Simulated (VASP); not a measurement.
A VASP calculation is set up with these files.

**POSCAR**
```
Ga2O3
1
    4.7226744568    -2.5011798522    -0.0000868019
    4.7226744568     2.5011798522    -0.0000868019
    3.3980988300    -0.0000000000     4.1246189339
Ga O
4 6
Direct
  0.8554763738   0.8554763738   0.8554763738
  0.3554763738   0.3554763738   0.3554763738
  0.1445236262   0.1445236262   0.1445236262
  0.6445236262   0.6445236262   0.6445236262
  0.4466854799   0.0533145201   0.7500000000
  0.0533145201   0.7500000000   0.4466854799
  0.5533145201   0.9466854799   0.2500000000
  0.2500000000   0.5533145201   0.9466854799
  0.9466854799   0.2500000000   0.5533145201
  0.7500000000   0.4466854799   0.0533145201
```

**INCAR**
```
SYSTEM = Ga2O3
PREC = Accurate
ENCUT = 520
EDIFF = 1E-6
NELM = 100
ALGO = Normal
LREAL = .FALSE.
LASPH = .TRUE.
ISMEAR = 0
SIGMA = 0.05
METAGGA = R2SCAN
LMIXTAU = .TRUE.
LMAXMIX = 4
LWAVE = .FALSE.
LCHARG = .FALSE.
IBRION = 2
ISIF = 3
NSW = 60
EDIFFG = -0.02
```

**KPOINTS**
```
Automatic mesh
0
Gamma
5 5 5
0 0 0
```

POTCAR, in this order: Ga_d O (PBE.64 set). Program: vasp_std.

**Question.** Write an equivalent input for Ansatz.

**Answer.** One equivalent input (not run):
Ansatz 0.2 input:
```yaml
crystal:
  lattice:
    - [4.7226745, -2.5011799, -0.0000868]
    - [4.7226745, 2.5011799, -0.0000868]
    - [3.3980988, 0.0000000, 4.1246189]
  atoms:
    - { symbol: Ga, position: [0.8554764, 0.8554764, 0.8554764] }
    - { symbol: Ga, position: [0.3554764, 0.3554764, 0.3554764] }
    - { symbol: Ga, position: [0.1445236, 0.1445236, 0.1445236] }
    - { symbol: Ga, position: [0.6445236, 0.6445236, 0.6445236] }
    - { symbol: O, position: [0.4466855, 0.0533145, 0.7500000] }
    - { symbol: O, position: [0.0533145, 0.7500000, 0.4466855] }
    - { symbol: O, position: [0.5533145, 0.9466855, 0.2500000] }
    - { symbol: O, position: [0.2500000, 0.5533145, 0.9466855] }
    - { symbol: O, position: [0.9466855, 0.2500000, 0.5533145] }
    - { symbol: O, position: [0.7500000, 0.4466855, 0.0533145] }
kpoints:
  mp_grid: { grid: [5, 5, 5] }
hamiltonian:
  xc: r2scan
  pseudopotentials: { kind: paw }
scf:
  occupations: { method: gaussian, width: 0.05 }
  max_iter: 100
relax:
  max_steps: 60
  f_tol: 0.02
  cell: {}
output: { forces: true, stress: true, eigenvalues: true }
```
What does not carry over: each code has its own PAW files, so the cut-off isn't converted (ENCUT is set for VASP's; basis.ecutwfc is left out, and Ansatz then takes the one that its files recommend); Ansatz stops its SCF on the density residual and VASP on the energy change (EDIFF).

The compound is Ga2O3 in the corundum structure, the metastable α form; monoclinic β is stable. This run relaxes it. Symmetry was kept, so distortions that lower it aren't found. The start is the result of an earlier pass.
